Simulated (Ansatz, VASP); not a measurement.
## Cross-check of TiSnS3 (perovskite type (invented)) between VASP and Ansatz

Aim: how closely do two programs agree when they are given the same cell, functional and k mesh? The cell is generated by rule, not measured, and may not be a known phase. The cell is taken from a series of runs on this material, whose earlier steps may have relaxed, scaled, displaced or heated it; both programs get it as it stands.

Calculated with Ansatz 0.2.0; plane waves, with VASP 6.6.1 beside it; relaxation of cell and atoms at PBE.

**1. The starting structure**

It takes space group Pm-3m (No. 221, cubic). The conventional cell has a = 4.750 Å, b = 4.750 Å, c = 4.750 Å, α = 90.00°, β = 90.00°, γ = 90.00°. Nearest to Sn lie 12 S at 3.36 Å. Ti has 6 S at 2.37 Å nearest. Nearest to S lie 2 Ti at 2.37 Å. Farther neighbours and most contacts between anions are not listed.

**2. Ansatz: relaxation of cell and atoms, PBE**

Ansatz runs on its default PAW (the set named soft_2) files.

The relaxed volume is the usual yardstick between codes: in a stiff, nearly cubic crystal its relative difference is about their pressure difference at one cell divided by the bulk modulus.

input.yaml reads:

```yaml
crystal:
  lattice:
    - [4.7498011691, 0.0, 0.0]
    - [0.0, 4.7498011691, 0.0]
    - [0.0, 0.0, 4.7498011691]
  atoms:
    - { symbol: Sn, position: [0.0, 0.0, 0.0] }
    - { symbol: Ti, position: [0.5, 0.5, 0.5] }
    - { symbol: S, position: [0.5, 0.5, 0.0] }
    - { symbol: S, position: [0.5, 0.0, 0.5] }
    - { symbol: S, position: [0.0, 0.5, 0.5] }
kpoints:
  mp_grid: { grid: [8, 8, 8] }
hamiltonian:
  xc: pbe
scf:
  occupations: { method: gaussian, width: 0.1 }
output:
  forces: true
  stress: true
  eigenvalues: true
relax:
  adjacent_minimum: "off"
  f_tol: 0.005
  max_steps: 80
  cell: { stress_tol: 0.05 }
```

Launch:

```
> ansatz run input.yaml --threads 4 --pin off --max-ram 9216MiB --backend cpu --events-out ev --progress --plain --runs-dir out
```

Numbers of over 12 decimals in the logs are rounded to 6 here.

Output:

```text
Engine: ansatz 0.2.0, x86_64-unknown-linux-gnu
Pseudopotentials: kind: paw
Pseudopotential: Sn, paw, valence charge 14, recommended cutoff 420 eV (normal), Sn.paw.azcp
Pseudopotential: Ti, paw, valence charge 12, recommended cutoff 420 eV (normal), Ti.paw.azcp
Pseudopotential: S, paw, valence charge 6, recommended cutoff 420 eV (normal), S.paw.azcp
Functional definition: PBE
  parameter kappa = 0.804
  parameter beta = 0.066725
  exchange = pbe_x(kappa = kappa, mu = beta*pi^2/3)
  correlation = pbe_c(beta = beta)
Crystal: 5 atoms, lattice volume = 107.158 Å³
Basis set: ecut = 420 eV, 2103 PW (Γ), exchange–correlation on 64×64×64 points (8 copies of the dense FFT grid, shifted against one another)
Bands: 27, of which v1, the nominal top of the filled ones, is band 22 counted from 1 (21 counted from 0)
Symmetry: 48 space group operations
Space group: Pm-3m (ITA 221), of the structure as read, at distance tolerance 4.7e-5 Å
k-points: 35 of 512
Non-local potential: Sn, projectors of the file, l = 0: 2, l = 1: 2, l = 2: 2, l = 3: 2
Non-local potential: Ti, projectors of the file, l = 0: 3, l = 1: 2, l = 2: 3, l = 3: 1
Non-local potential: S, projectors of the file, l = 0: 2, l = 1: 2, l = 2: 2
PAW form: soft (Blöchl's): semilocal exchange-correlation on the pseudo side does not see the compensation charge
PAW one-centre angular grid: Sn, 590 points (default); XC on 64 Gauss nodes
PAW one-centre angular grid: Ti, 590 points (default); XC on 64 Gauss nodes
PAW one-centre angular grid: S, 110 points (default); XC on 64 Gauss nodes
Initial density: superposition of atomic densities (neutral atoms: chi_scale 0, normalization atom), corrected by the library's trained network
Initial wavefunctions: pseudopotential atomic-orbital guess
Functional: x = pbe(κ = 0.804, μ = 0.219515), c = pbe(β = 0.066725)
SCF iter   1: F=—  HF=-11233.405309 eV  |F-HF|=—  |Δ(HF+E_count)|=         —  Δρ=6.28e-3  dr2=5.81e-2  ethr=1.77e-3  ⟨swp⟩=6.2  Hψ=4416  notcnv=0
preconditioner: auto → Kerker (q_TF=auto, 2.352 Å⁻¹)  [metal: Δε(μ)=0.084 eV  Ē_g=6.784 eV  σ=0.100 eV  W_gap=0.45  n_scr=26 (ndim 8)  ℏωp=18.3 eV  f_vac=0.000  D(μ)=0.92/eV (n_scr^D=0)]
SCF iter   2: F=—  HF=-11233.398953 eV  |F-HF|=—  |Δ(HF+E_count)|=   6.36e-3  Δρ=3.15e-3  dr2=1.56e-2  ethr=1.32e-4  ⟨swp⟩=1.0  Hψ=1225  notcnv=0
preconditioner: auto → Resta (q_TF=auto, 2.352 Å⁻¹)  ε∞=8.3  [insulator: Δε(μ)=0.133 eV  Ē_g=6.756 eV  σ=0.100 eV  W_gap=0.64  n_scr=26 (ndim 8)  ℏωp=18.3 eV  f_vac=0.000  D(μ)=0.80/eV (n_scr^D=0)  ε∞_Penn≈8.3]
SCF iter   3: F=—  HF=-11233.396362 eV  |F-HF|=—  |Δ(HF+E_count)|=   2.59e-3  Δρ=4.04e-4  dr2=3.93e-4  ethr=3.54e-5  ⟨swp⟩=2.0  Hψ=1147  notcnv=0
SCF iter   4: F=—  HF=-11233.396266 eV  |F-HF|=—  |Δ(HF+E_count)|=   9.58e-5  Δρ=1.21e-4  dr2=2.02e-5  ethr=8.92e-7  ⟨swp⟩=2.0  Hψ=1267  notcnv=0
SCF iter   5: F=—  HF=-11233.396426 eV  |F-HF|=—  |Δ(HF+E_count)|=   1.60e-4  Δρ=2.46e-5  dr2=9.84e-7  ethr=4.58e-8  ⟨swp⟩=2.4  Hψ=1439  notcnv=0
SCF iter   6: F=-11233.396426 eV  HF=-11233.396426 eV  |F-HF|=5.15e-8  |Δ(HF+E_count)|=   6.94e-8  Δρ=6.40e-6  dr2=7.14e-8  ethr=2.27e-10  ⟨swp⟩=8.5  Hψ=4545  notcnv=0
SCF 1 converged in 6 iterations: F = -11233.396426 eV  dr2 = 7.14e-8
  greatest PAW one-centre occupation: 0.999 electrons in one spin orbital (limit 2), on the Ti atom at site 1 (counted from 0), in its partial waves of l = 0
relax step   1: F+E_penalty+E_count = -11233.39642611 eV  Δ(F+E_penalty+E_count) = +0.000e0 eV  max|allowed force component| = 2.548e-29 eV/Å  Δτ_max = 0.0000 Å  P = +0.016 GPa  Ω = 107.158 Å³  (6 SCF iters, dr2 threshold 1.00e-7 eV, accepted)
Initial density: handed on by an earlier stage of this run
Initial wavefunctions: pseudopotential atomic-orbital guess (no wavefunctions were taken with the density)
iter 1 solved again at ethr=6.05e-8 eV; its pass at ethr=3.10e-3 eV (dr2=2.66e-5 eV) is discarded
SCF iter   1: F=—  HF=-11233.396267 eV  |F-HF|=—  |Δ(HF+E_count)|=         —  Δρ=6.67e-6  dr2=5.59e-8  ethr=6.05e-8  ⟨swp⟩=3.2  Hψ=6905  notcnv=0
preconditioner: auto → Resta (q_TF=auto, 2.352 Å⁻¹)  ε∞=8.4  [insulator: Δε(μ)=0.133 eV  Ē_g=6.725 eV  σ=0.100 eV  W_gap=0.65  n_scr=26 (ndim 8)  ℏωp=18.3 eV  f_vac=0.000  D(μ)=0.70/eV (n_scr^D=0)  ε∞_Penn≈8.4]
SCF iter   2: F=—  HF=-11233.396426 eV  |F-HF|=—  |Δ(HF+E_count)|=   1.59e-4  Δρ=4.10e-6  dr2=2.50e-8  ethr=1.27e-10  ⟨swp⟩=2.4  Hψ=1765  notcnv=0
SCF iter   3: F=—  HF=-11233.396426 eV  |F-HF|=—  |Δ(HF+E_count)|=   3.09e-9  Δρ=1.05e-6  dr2=7.28e-10  ethr=5.67e-11  ⟨swp⟩=2.5  Hψ=1330  notcnv=0
SCF iter   4: F=—  HF=-11233.396426 eV  |F-HF|=—  |Δ(HF+E_count)|=  5.62e-10  Δρ=5.38e-7  dr2=1.51e-10  ethr=1.65e-12  ⟨swp⟩=2.1  Hψ=1331  notcnv=0
iter 5 did not close the SCF: its close was put off for the readings that it lacked (scf_convergence_deferred on its scf_iter line)
SCF iter   5: F=-11233.396426 eV  HF=-11233.396426 eV  |F-HF|=0.00e0  |Δ(HF+E_count)|=  1.95e-10  Δρ=1.71e-7  dr2=1.72e-11  ethr=1.00e-12  ⟨swp⟩=2.2  Hψ=1382  notcnv=0
SCF iter   6: F=-11233.396426 eV  HF=-11233.396426 eV  |F-HF|=5.46e-12  |Δ(HF+E_count)|=  9.09e-12  Δρ=4.55e-8  dr2=1.19e-12  ethr=1.00e-12  ⟨swp⟩=3.0  Hψ=2998  notcnv=0
SCF 2 converged in 6 iterations: F = -11233.396426 eV  dr2 = 1.19e-12
relax step   2: F+E_penalty+E_count = -11233.39642616 eV  Δ(F+E_penalty+E_count) = -5.066e-8 eV  max|allowed force component| = 3.668e-29 eV/Å  Δτ_max = 0.0000 Å  P = +0.016 GPa  Ω = 107.158 Å³  stress off target by 1.61e-2 GPa  SCF on the basis re-selected at this cell (its energy is not comparable with the rows above)  (6 SCF iters)
basis re-selected at this cell: Δ(F+E_penalty+E_count) = -5.066e-8 eV, ΔP = +0.000 GPa vs the last step (what re-selecting the basis moved, of the pressure what is left beyond the Pulay correction that the steps carried, after the strain that the cell walked since its last selection, with what the two solves' SCF thresholds leave and, on support functions, any second-order correction that the steps lacked; it is no m [...]
SCF converged after 6 iterations
Free energy (F): -11233.396426 eV
Harris-Foulkes:  -11233.396426 eV  (|F-HF|=5.46e-12)
Internal energy: -11233.392941 eV  (E = F + TS)
E sigma→0 (E₀):  -11233.394684 eV
Entropy (-TS):   -0.003485 eV (-0.697 meV/atom)
Fermi energy:    8.129154 eV
--- Per-component energies (eV) ---
  E_band       = -322.094519
  E_kinetic    = 775.698575
  E_local      = -2420.652150  (includes V_loc(G=0)·N_el)
  E_nonlocal   = 57.830997
  E_hartree    = 1138.368297
  E_xc         = -772.275529
  E_vxc        = -480.869363  (∫ρ·V_xc dr)
  E_paw        = -6978.582599  (= ΣΔE_a)
  E_vpaw       = -530.839322  (= ΣTr[D̂ρ^β])
  E_aug_tail   = 0.000129  (compensation charges beyond the density's cutoff)
  E_ewald      = -3033.780662
  E_smearing   = -0.003485  (= −TS)
  E_closure    = 0.000000  (closes the sum)
  Σ components = -11233.396426   (vs F -11233.396426, Δ=0.00e0)
--- Forces (eV/Å), atoms counted from 1 ---
  atom   1  Sn    -0.00000000    -0.00000000     0.00000000
  atom   2  Ti     0.00000000    -0.00000000     0.00000000
  atom   3  S     -0.00000000    -0.00000000     0.00000000
  atom   4  S      0.00000000    -0.00000000     0.00000000
  atom   5  S      0.00000000    -0.00000000     0.00000000
  max |Σ_I F_I| component: 5.85e-29 eV/Å
--- Stress (GPa, compression-positive) ---
        0.016056       0.000000       0.000000
       -0.000000       0.016056       0.000000
       -0.000000       0.000000       0.016056
  P = ⅓ Tr σ = 0.0161 GPa (0.161 kbar)
--- Band table (eV; the first three rows and the last of 35) ---
  k-point 0: bands = [... 18 lower, 6.7778, 7.2416, 7.2416, 7.2416, 7.9556, 7.9556, 7.9556, 9.3459, ... 1 higher]
  k-point 1: bands = [... 18 lower, 6.6784, 6.8711, 7.1486, 7.1486, 7.9628, 8.3954, 8.3954, 9.3534, ... 1 higher]
  k-point 2: bands = [... 18 lower, 6.4588, 6.5369, 7.1996, 7.1996, 7.9805, 9.0128, 9.0128, 9.3674, ... 1 higher]
  k-point 34: bands = [... 18 lower, 4.3162, 8.2156, 8.2156, 8.2156, 9.3666, 9.3666, 9.3666, 12.4265, ... 1 higher]
--- Relaxed structure (1 steps of the walk, 1 accepted, 1 SCFs on fresh bases) ---
  F+E_penalty+E_count = -11233.39642616 eV   max|allowed force component| = 3.668e-29 eV/Å   (the final SCF, on the basis selected at the relaxed cell)
  cell:  # Å, volume = 107.1584 Å³
    - [4.7498011691, 0.0, 0.0]
    - [0.0, 4.7498011691, 0.0]
    - [0.0, 0.0, 4.7498011691]
  atoms:
    - { symbol: Sn, position: [0.0, 0.0, 0.0] }
    - { symbol: Ti, position: [0.5, 0.5, 0.5] }
    - { symbol: S, position: [0.5, 0.5, 0.0] }
    - { symbol: S, position: [0.5, 0.0, 0.5] }
    - { symbol: S, position: [0.0, 0.5, 0.5] }
```

**3. VASP: relaxation of cell and atoms, PBE**

The same cell, functional, mesh and smearing now go to VASP, with its own data sets.

Lines of VASP's logs that name or quote its potential files are left out, and so is its time.

INCAR reads:

```
SYSTEM = TiSnS3
PREC = Accurate
ENCUT = 500
EDIFF = 1E-07
NELM = 120
ISMEAR = 0
SIGMA = 0.1
LREAL = .FALSE.
ALGO = Normal
GGA = PE
NBANDS = 28
LASPH = .TRUE.
LORBIT = 11
LWAVE = .FALSE.
LCHARG = .FALSE.
ISIF = 3
IBRION = 2
NSW = 80
EDIFFG = -0.005
GGA_COMPAT = .FALSE.
NELMIN = 4
KPAR = 2
```

POSCAR reads:

```
TiSnS3
1.0
    4.7498010000      0.0000000000      0.0000000000
    0.0000000000      4.7498010000      0.0000000000
    0.0000000000      0.0000000000      4.7498010000
Sn Ti S
1 1 3
Direct
    0.0000000000      0.0000000000      0.0000000000
    0.5000001053      0.5000001053      0.5000001053
    0.5000001053      0.5000001053      0.0000000000
    0.5000001053      0.0000000000      0.5000001053
    0.0000000000      0.5000001053      0.5000001053
```

KPOINTS reads:

```
Automatic mesh
0
Gamma
8 8 8
0 0 0
```

Potentials, in the order of the species: Sn_d, Ti_sv and S (PBE family, release 64).

Launch:

```
> mpirun -np 2 vasp_std
```

Output:

```text
[banner, memory and clock lines left out]
running    2 mpi-ranks, on    1 nodes
 distrk:  each k-point on    1 cores,    2 groups
 distr:  one band on    1 cores,    1 groups

 POSCAR found type information on POSCAR SnTiS
 POSCAR found :  3 types and       5 ions
 LDA part: xc-table for (Slater+PW92), standard interpolation
 POSCAR, INCAR and KPOINTS ok, starting setup
 FFT: planning ... GRIDC
 FFT: planning ... GRID_SOFT
 FFT: planning ... GRID
 WAVECAR not read
 entering main loop
       N       E                     dE             d eps       ncg     rms          rms(c)
DAV:   1     0.462874985997E+03    0.46287E+03   -0.20254E+04  1972   0.177E+03
DAV:   2     0.436902123701E+02   -0.41918E+03   -0.40788E+03  1968   0.495E+02
DAV:   3    -0.272127857137E+02   -0.70903E+02   -0.67715E+02  3224   0.167E+02
DAV:   4    -0.320946998292E+02   -0.48819E+01   -0.48615E+01  2660   0.398E+01
DAV:   5    -0.323420063315E+02   -0.24731E+00   -0.24716E+00  2996   0.758E+00    0.152E+01
DAV:   6    -0.286983066586E+02    0.36437E+01   -0.30988E+01  2584   0.366E+01    0.129E+01
DAV:   7    -0.279735404637E+02    0.72477E+00   -0.22140E+01  2564   0.310E+01    0.786E+00
DAV:   8    -0.273281380864E+02    0.64540E+00   -0.18508E+00  2300   0.100E+01    0.254E+00
DAV:   9    -0.273489979032E+02   -0.20860E-01   -0.49040E-01  2816   0.386E+00    0.145E+00
DAV:  10    -0.273304987390E+02    0.18499E-01   -0.94332E-02  2464   0.212E+00    0.479E-01
DAV:  11    -0.273341085327E+02   -0.36098E-02   -0.83796E-03  2300   0.685E-01    0.460E-01
DAV:  12    -0.273313364401E+02    0.27721E-02   -0.93078E-03  2552   0.645E-01    0.101E-01
DAV:  13    -0.273313304323E+02    0.60078E-05   -0.83622E-04  2836   0.164E-01    0.500E-02
DAV:  14    -0.273313420569E+02   -0.11625E-04   -0.88485E-05  2592   0.775E-02    0.424E-02
DAV:  15    -0.273313380835E+02    0.39733E-05   -0.23912E-05  2368   0.326E-02    0.137E-02
DAV:  16    -0.273313354466E+02    0.26370E-05   -0.81060E-06  2544   0.202E-02    0.618E-03
DAV:  17    -0.273313354190E+02    0.27557E-07   -0.15835E-06  2728   0.641E-03    0.835E-04
DAV:  18    -0.273313353338E+02    0.85236E-07   -0.42508E-08  1356   0.153E-03
   1 F= -.27331335E+02 E0= -.27329581E+02  d E =-.273313E+02
 curvature:   0.00 expect dE= 0.000E+00 dE for cont linesearch  0.000E+00
 trial: gam= 0.00000 g(F)=  0.000E+00 g(S)=  0.191E-04 ort = 0.000E+00 (trialstep = 0.100E+01)
 search vector abs. value=  0.191E-04
 bond charge predicted
       N       E                     dE             d eps       ncg     rms          rms(c)
DAV:   1    -0.273315386130E+02   -0.20319E-03   -0.46942E-03  2092   0.742E-01    0.106E-01
DAV:   2    -0.273314354257E+02    0.10319E-03   -0.13216E-03  2292   0.323E-01    0.607E-02
DAV:   3    -0.273313528634E+02    0.82562E-04   -0.45734E-04  2240   0.147E-01    0.318E-02
DAV:   4    -0.273313366472E+02    0.16216E-04   -0.97306E-05  2424   0.873E-02    0.101E-02
DAV:   5    -0.273313382474E+02   -0.16001E-05   -0.77233E-06  2764   0.172E-02    0.898E-03
DAV:   6    -0.273313390110E+02   -0.76366E-06   -0.10482E-06  2896   0.631E-03    0.598E-03
DAV:   7    -0.273313405489E+02   -0.15379E-05   -0.83903E-07  2796   0.435E-03    0.244E-03
DAV:   8    -0.273313410685E+02   -0.51960E-06   -0.21266E-07  2192   0.214E-03    0.137E-03
DAV:   9    -0.273313411839E+02   -0.11538E-06   -0.29937E-08  1144   0.123E-03    0.229E-03
DAV:  10    -0.273313411468E+02    0.37119E-07   -0.11939E-08  1124   0.846E-04
   2 F= -.27331341E+02 E0= -.27329594E+02  d E =-.581302E-05
 trial-energy change:   -0.000006  1 .order   -0.000005   -0.000019    0.000009
 step:   0.7148(harm=  0.6897)  dis= 0.00000  next Energy=   -27.331342 (dE=-0.702E-05)
 reached required accuracy - stopping structural energy minimisation
```

From OUTCAR (step 3):

```text
ion  position               nearest neighbor table
   1  0.000  0.000  0.000-
   2  0.500  0.500  0.500-   3 2.37   4 2.37   5 2.37   3 2.37   4 2.37   5 2.37
   3  0.500  0.500  0.000-   2 2.37   2 2.37
   4  0.500  0.000  0.500-   2 2.37   2 2.37
   5  0.000  0.500  0.500-   2 2.37   2 2.37

  LATTYP: Found a simple cubic cell.
 ALAT       =     4.7498010000

 Subroutine GETGRP returns: Found 48 space group operations
 (whereof 48 operations were pure point group operations)

The static configuration has the point symmetry O_h .

 Found     35 irreducible k-points:

   k-points           NKPTS =     35   k-points in BZ     NKDIM =     35   number of bands    NBANDS=     28

   dimension x,y,z NGX =    36 NGY =   36 NGZ =   36
   dimension x,y,z NGXF=    72 NGYF=   72 NGZF=   72

   ENCUT  =  500.0 eV  36.75 Ry    6.06 a.u.   8.66  8.66  8.66*2*pi/ulx,y,z

   NELECT =      44.0000    total number of electrons

 k-points in reciprocal lattice and weights: Automatic mesh
   0.00000000  0.00000000  0.00000000       0.002
   0.12500000  0.00000000  0.00000000       0.012
   0.25000000  0.00000000  0.00000000       0.012
   0.37500000  0.00000000  0.00000000       0.012
   0.50000000  0.00000000  0.00000000       0.006
   0.12500000  0.12500000  0.00000000       0.023
   0.25000000  0.12500000  0.00000000       0.047
   0.37500000  0.12500000  0.00000000       0.047
   0.50000000  0.12500000  0.00000000       0.023
[...]
0.50000000  0.50000000  0.37500000       0.012
   0.50000000  0.50000000  0.50000000       0.002

 average (electrostatic) potential at core
       1-102.0654       2 -75.9692       3 -85.1943       4 -85.1943       5 -85.1943

 E-fermi :   5.9230

 k-point     1 :       0.0000    0.0000    0.0000
  band No.  band energies     occupation
    ...
     21       5.0446      2.00000
     22       5.0446      2.00000
     23       5.7513      1.98485
     24       5.7513      1.98485
     25       5.7513      1.98485
     26       7.1402      0.00000
     27       7.1402      0.00000
     28       9.5107      0.00000

 k-point     2 :       0.1250    0.0000    0.0000
  band No.  band energies     occupation
    ...
     19       4.4706      2.00000
     20       4.6715      2.00000
     21       4.9496      2.00000
     22       4.9496      2.00000
     23       5.7586      1.97999
     24       6.1912      0.00015
     25       6.1912      0.00015
     26       7.1476      0.00000
     27       7.4932      0.00000
     28       9.0843      0.00000

 k-point     3 :       0.2500    0.0000    0.0000
  band No.  band energies     occupation
    ...
     19       4.2508      2.00000
     20       4.3336      2.00000
     21       4.9992      2.00000
     22       4.9992      2.00000
     23       5.7762      1.96213
     24       6.8074      0.00000
     25       6.8074      0.00000
     26       7.1616      0.00000
     27       7.6309      0.00000
     28       8.6476      0.00000

  Total        0.0115477      0.0115477      0.0115477      0.0000000      0.0000000      0.0000000
  in kB        0.1727840      0.1727840      0.1727840      0.0000000      0.0000000      0.0000000
  external PRESSURE =       0.1727840 kB  Pullay stress =       0.0000000 kB

  energy-cutoff  :      500.00
  volume of cell :      107.08
      direct lattice vectors                 reciprocal lattice vectors
     4.748624602  0.000000000 -0.000000000     0.210587293 -0.000000000 -0.000000000
     0.000000000  4.748624602 -0.000000000     0.000000000  0.210587293  0.000000000
     0.000000000 -0.000000000  4.748624602     0.000000000  0.000000000  0.210587293

 POSITION                                       TOTAL-FORCE (eV/Angst)
 -----------------------------------------------------------------------------------
      0.00000      0.00000      0.00000         0.000000     -0.000000      0.000000
      2.37431      2.37431      2.37431        -0.000000      0.000000      0.000000
      2.37431      2.37431     -0.00000         0.000000     -0.000000      0.000000
      2.37431     -0.00000      2.37431        -0.000000      0.000000      0.000000
      0.00000      2.37431      2.37431        -0.000000      0.000000      0.000000
 -----------------------------------------------------------------------------------
    total drift:                               -0.001606     -0.001606     -0.001606

  FREE ENERGIE OF THE ION-ELECTRON SYSTEM (eV)
  ---------------------------------------------------
  free  energy   TOTEN  =       -27.3313411468 eV

  energy  without entropy=      -27.3278478144  energy(sigma->0) =      -27.32959448

 reached required accuracy - stopping structural energy minimisation

 total charge
# of ion       s       p       d       tot
------------------------------------------
    1        1.432   0.404   9.964  11.800
    2        2.190   6.193   1.833  10.216
    3        1.349   2.389   0.000   3.739
    4        1.349   2.389   0.000   3.739
    5        1.349   2.389   0.000   3.739
--------------------------------------------------
tot          7.670  13.765  11.797  33.232

[... 3 further parts left out ...]
```

CONTCAR:

```
TiSnS3
   1.00000000000000
     4.7486246018229812    0.0000000000000000   -0.0000000000000000
     0.0000000000000000    4.7486246018229812   -0.0000000000000000
     0.0000000000000000   -0.0000000000000000    4.7486246018229812
  Sn              Ti              S
     1     1     3
Direct
     0.0000000000000000    0.0000000000000000    0.0000000000000000
     0.5000001053000034    0.5000001053000034    0.5000001053000034
     0.5000001053000034    0.5000001053000034    0.0000000000000000
     0.5000001053000034    0.0000000000000000    0.5000001053000034
     0.0000000000000000    0.5000001053000034    0.5000001053000034
```

**4. Comparison**

Known differences besides the potentials themselves: the cutoff is 420 eV in Ansatz and 500 eV in VASP; Ansatz adds a Pulay correction to the stress that steers its cell, VASP none. Total energies have different zeros and are not compared.

Compared:

| quantity | Ansatz | VASP | difference |
| --- | --- | --- | --- |
| volume (Å³) | 107.16 | 107.08 | +0.07 % |
| edge a after relaxation, in the typed setting (Å) | 4.750 | 4.749 | +0.03 % |

**5. Outcome**

| Property | Result |
| --- | --- |
| difference in volume (relaxation of cell and atoms, PBE) | 0.074 % |

In words: The difference in volume is 0.074 % (relaxation of cell and atoms, PBE), within the 1.2 % picked in this series as the mark of a large difference, as far as the stopping tolerances let one tell. 1 further run of this series is not shown here. How closely two codes agree says nothing of how well the functional describes the real material.

[Lines on the potential files, build, host, timing and source positions are cut from VASP's logs without a mark.]

[Logs are printed without paths, hosts, clocks, repeated set-up lines and the standing remarks that a program may print on its own settings, such as how far it seeks lower states.]

[Hosts, paths, dates, database ids (printed as entryN), source tags and the programs' standing remarks are cut or masked in the printed files.]
